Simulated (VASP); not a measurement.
All values below come from PBEsol GGA, VASP's PBE PAW potentials (set 64) (plane waves; VASP).

VASP input:

**POSCAR**
```
TiO2
1
    4.5947055636     0.0000000000     0.0000000000
    0.0000000000     4.5947055636     0.0000000000
    0.0000000000     0.0000000000     2.9437176444
Ti O
2 4
Direct
  0.0000000000   0.0000000000   0.0000000000
  0.5000000000   0.5000000000   0.5000000000
  0.3042739349   0.3042739349   0.0000000000
  0.8042739349   0.1957260651   0.5000000000
  0.1957260651   0.8042739349   0.5000000000
  0.6957260651   0.6957260651   0.0000000000
```

**INCAR**
```
# general
SYSTEM  = TiO2
PREC    = Accurate
ENCUT   = 620   # plane-wave cut-off (eV)
LREAL   = .FALSE.
LASPH   = .TRUE.

# electronic loop
EDIFF   = 1E-6   # SCF stop (eV)
NELM    = 100   # most electronic steps
ALGO    = Normal
LMAXMIX = 4   # l cut-off of mixed one-centre charges

# smearing
ISMEAR  = 0   # Gaussian
SIGMA   = 0.05

# functional
GGA     = PS   # PBEsol

# ions
IBRION  = 2   # conjugate gradients
NSW     = 40
ISIF    = 3
EDIFFG  = -0.02   # ionic stop

# output
LWAVE   = .FALSE.
LCHARG  = .FALSE.
```

### KPOINTS
```
K-points
0
gamma
 5 5 8
```

POTCAR, in this order: Ti_sv O (PBE.64 set). Program: vasp_std.

Q: Predict the energy per atom (σ→0), volume per atom, band gap (on the k-mesh).

A: 
| Item | Value |
|---|---|
| energy per atom (σ→0) | -902.3 kJ/mol-atom |
| band gap (on the k-mesh) | 1.83 eV |
| volume per atom | 10.34 Å³/atom |

File OSZICAR:
```
...
DAV:   2    -0.561096097100E+02    0.19124E-02   -0.84549E-03  2024   0.904E-01    0.189E-01
DAV:   3    -0.561091835912E+02    0.42612E-03   -0.32478E-03  1956   0.395E-01    0.417E-02
DAV:   4    -0.561092042430E+02   -0.20652E-04   -0.59555E-04  2260   0.116E-01    0.379E-02
DAV:   5    -0.561092161708E+02   -0.11928E-04   -0.28343E-05  2180   0.535E-02    0.234E-02
DAV:   6    -0.561092440578E+02   -0.27887E-04   -0.60509E-05  2788   0.380E-02    0.102E-02
DAV:   7    -0.561092455331E+02   -0.14752E-05   -0.32113E-06  1948   0.123E-02    0.617E-03
DAV:   8    -0.561092456615E+02   -0.12841E-06   -0.16223E-06  1400   0.121E-02
   3 F= -.56109246E+02 E0= -.56109246E+02  d E =-.177832E-03
```

The compound is TiO2 in the rutile structure. This run relaxes it. Symmetry was kept, so distortions that lower it aren't found.
